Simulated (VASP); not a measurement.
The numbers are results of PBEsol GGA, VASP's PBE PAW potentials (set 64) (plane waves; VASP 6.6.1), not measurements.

A VASP calculation is set up with these files.

File POSCAR:
```
ZnO
1
    3.0781797627     0.0000000000     0.0000000000
   -1.5390898814     2.6657823222     0.0000000000
    0.0000000000     0.0000000000     4.9804534521
Zn O
2 2
Direct
  0.3333330000   0.6666670000   0.9984910371
  0.6666670000   0.3333330000   0.4984910371
  0.3333330000   0.6666670000   0.3765089629
  0.6666670000   0.3333330000   0.8765089629
```

### INCAR
```
SYSTEM = ZnO
PREC = Accurate
ENCUT = 620
EDIFF = 1E-6
NELM = 100
ALGO = Normal
LREAL = .FALSE.
LASPH = .TRUE.
ISMEAR = 0
SIGMA = 0.05
GGA = PS
LMAXMIX = 4
LWAVE = .FALSE.
LCHARG = .FALSE.
IBRION = 2
ISIF = 3
NSW = 40
EDIFFG = -0.02
PSTRESS = 450
```

### KPOINTS
```
Regular mesh
0
G
  8 8 5
0 0 0
```

POTCAR, in this order: Zn O (PBE.64 set). Program: vasp_std.

Energy and stress use the plane-wave basis of the starting cell.

Problem. Estimate the energy per atom (σ→0), volume per atom.

Solution. 
* **energy per atom (σ→0)**: -4.601 eV/atom
* **volume per atom**: 9.71 Å³/atom

### OSZICAR
```
...
   3 F= -.74937538E+01 E0= -.74937538E+01  d E =-.100387E+00
       N       E                     dE             d eps       ncg     rms          rms(c)
DAV:   1    -0.184050489545E+02    0.10484E-01   -0.56108E-03  1506   0.158E+00    0.145E-01
DAV:   2    -0.184047002408E+02    0.34871E-03   -0.12224E-03  1508   0.861E-01    0.625E-02
DAV:   3    -0.184046679639E+02    0.32277E-04   -0.34916E-05  1834   0.913E-02    0.317E-02
DAV:   4    -0.184046564569E+02    0.11507E-04   -0.49563E-06  1590   0.662E-02    0.392E-03
DAV:   5    -0.184046569047E+02   -0.44786E-06   -0.63356E-06  1128   0.247E-02
   4 F= -.74938264E+01 E0= -.74938264E+01  d E =-.100459E+00
```

The structure was generated: ZnO was put into the wurtzite type (P6_3mc), which need not be its known phase. This run relaxes it under an external pressure of 45 GPa. Symmetry was kept, so distortions that lower it aren't found.
